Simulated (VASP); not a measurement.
All values below come from PBE GGA with D3 dispersion (zero damping), VASP's PBE PAW potentials (set 64) (plane waves; VASP).

Input for VASP

**POSCAR**
```
KMgF3
1
    4.0323228051    -0.0000000000     0.0000000000
    0.0000000000     4.0323228051     0.0000000000
   -0.0000000000    -0.0000000000     4.0323228051
K Mg F
1 1 3
Direct
  0.0000000000   0.0000000000   0.0000000000
  0.5000000000   0.5000000000   0.5000000000
  0.5000000000   0.0000000000   0.5000000000
  0.0000000000   0.5000000000   0.5000000000
  0.5000000000   0.5000000000   0.0000000000
```

**INCAR**
```
! general
SYSTEM=KMgF3
PREC  =Accurate
ENCUT =520
LREAL =.FALSE.
LASPH =.TRUE.

! electronic loop
EDIFF =1E-7
NELM  =100
ALGO  =Normal

! smearing
ISMEAR=-5

! functional
GGA   =PE
IVDW  =11

! ions
ISIF  =2

! output
LWAVE =.FALSE.
LCHARG=.TRUE.
LORBIT=11
NEDOS =601

! other
LEFG  =.TRUE.
```

File KPOINTS:
```
Automatic mesh
0
Gamma
6 6 6
0 0 0
```

POTCAR, in this order: K_sv Mg F (PBE.64 set). Program: vasp_std.

Task: What does the run give for the energy per atom (σ→0), dispersion energy, band gap (on the k-mesh)?

Result: 
| Item | Result |
|---|---|
| energy per atom (σ→0) | -5.053 eV/atom |
| dispersion energy | -0.818 eV |
| band gap (on the k-mesh) | 7.05 eV |

**OSZICAR**
```
...
DAV:   9    -0.244463807361E+02    0.41586E-04   -0.13217E-02  1016   0.837E-01    0.120E-01
DAV:  10    -0.244467140211E+02   -0.33328E-03   -0.11742E-03  1072   0.275E-01    0.651E-02
DAV:  11    -0.244467500492E+02   -0.36028E-04   -0.20291E-04   952   0.109E-01    0.289E-02
DAV:  12    -0.244467283470E+02    0.21702E-04   -0.11190E-04   924   0.726E-02    0.185E-03
DAV:  13    -0.244467287016E+02   -0.35455E-06   -0.18908E-06   984   0.111E-02    0.832E-04
DAV:  14    -0.244467285913E+02    0.11029E-06   -0.19404E-07   752   0.338E-03    0.509E-04
DAV:  15    -0.244467286141E+02   -0.22795E-07   -0.13592E-08   620   0.103E-03
   1 F= -.25264263E+02 E0= -.25264263E+02  d E =0.000000E+00
```

The compound is KMgF3 in the cubic perovskite structure. It was relaxed first.
